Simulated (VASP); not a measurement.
P (space group Cmce): the measured cell of entry 4307698 of the Crystallography Open Database is

```yaml
crystal:
  lattice:
    - [1.65820, -5.24200, 0.00000]
    - [1.65820, 5.24200, 0.00000]
    - [0.00000, 0.00000, 4.37930]
  atoms:
    - { symbol: P, position: [0.89838, 0.10162, 0.08068] }
    - { symbol: P, position: [0.60162, 0.39838, 0.58068] }
    - { symbol: P, position: [0.10162, 0.89838, 0.91932] }
    - { symbol: P, position: [0.39838, 0.60162, 0.41932] }
```

Computed with r2SCAN+rVV10, VASP's PBE PAW potentials (set 64) (plane waves; VASP). Numerical set-up: 400 eV cut-off, 11×11×8 Γ-centred mesh, tetrahedra with Blöchl corrections, potentials P.

The calculation is for a static lattice at zero pressure; the measurement, at 293 K, holds thermal and zero-point expansion. The entry's conditions were not checked, so it may have been measured under pressure.

Q: How far does the relaxed conventional cell lie from the measured one?

A: 
|  | measured | computed | difference |
|---|---|---|---|
| a (Å) | 3.316 | 3.301 | -0.5 % |
| b (Å) | 10.484 | 10.632 | +1.4 % |
| c (Å) | 4.379 | 4.466 | +2.0 % |
| V (Å³/atom) | 19.03 | 19.59 | +2.9 % |

The structure comes from a measured P entry (Cmce) of the Crystallography Open Database, whose conditions weren't checked. It was relaxed first. Symmetry was kept, so distortions that lower it aren't found.
